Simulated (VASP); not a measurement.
An input for Ansatz (written as the equivalent of a VASP run, and not itself run):

Ansatz 0.2 input:
```yaml
crystal:
  lattice:
    - [0.0000000, 3.2724470, 3.2724470]
    - [3.2724470, 0.0000000, 3.2724470]
    - [3.2724470, 3.2724470, 0.0000000]
  atoms:
    - { symbol: Ba, position: [0.0000000, 0.0000000, 0.0000000] }
    - { symbol: S, position: [0.5000000, 0.5000000, 0.5000000] }
kpoints:
  mp_grid: { grid: [6, 6, 6] }
hamiltonian:
  xc: pbesol
  pseudopotentials: { kind: paw }
scf:
  occupations: { method: gaussian, width: 0.05 }
  max_iter: 100
relax:
  max_steps: 50
  f_tol: 0.01
  cell: {}
output: { forces: true, stress: true, eigenvalues: true }
```

Problem. Translate this input to VASP (INCAR, KPOINTS, POSCAR, choice of POTCAR).

Solution. This is not unique; one that fits is 
### KPOINTS
```
Automatic mesh
0
Gamma
6 6 6
0 0 0
```

**INCAR**
```
# general
SYSTEM  = BaS
PREC    = Accurate
ENCUT   = 300
LREAL   = .False.
LASPH   = .True.

# electronic loop
EDIFF   = 1E-6
NELM    = 100
ALGO    = Normal
LMAXMIX = 4

# smearing
ISMEAR  = 0
SIGMA   = 0.05

# functional
GGA     = PS

# ions
IBRION  = 2
NSW     = 50
ISIF    = 3
EDIFFG  = -0.01

# output
LWAVE   = .False.
LCHARG  = .False.
```

**POSCAR**
```
BaS
1
    0.0000000000     3.2724470000     3.2724470000
    3.2724470000     0.0000000000     3.2724470000
    3.2724470000     3.2724470000     0.0000000000
Ba S
1 1
Direct
  0.0000000000   0.0000000000   0.0000000000
  0.5000000000   0.5000000000   0.5000000000
```

POTCAR, in this order: Ba_sv S (PBE.64 set). Program: vasp_std.

The two are equivalent in intent, not identical: each code has its own PAW files, so the cut-off isn't converted (ENCUT is set for VASP's; basis.ecutwfc is left out, and Ansatz then takes the one that its files recommend); Ansatz stops its SCF on the density residual and VASP on the energy change (EDIFF).

The structure comes from a computed database's BaS entry; how it stands against other phases isn't given here. This run relaxes it. Symmetry was kept, so distortions that lower it aren't found. The run is one of a series of settings (EDIFFG = -0.01, IBRION = 2, ISIF = 3, NSW = 50 against the base run), some of them coarse on purpose.
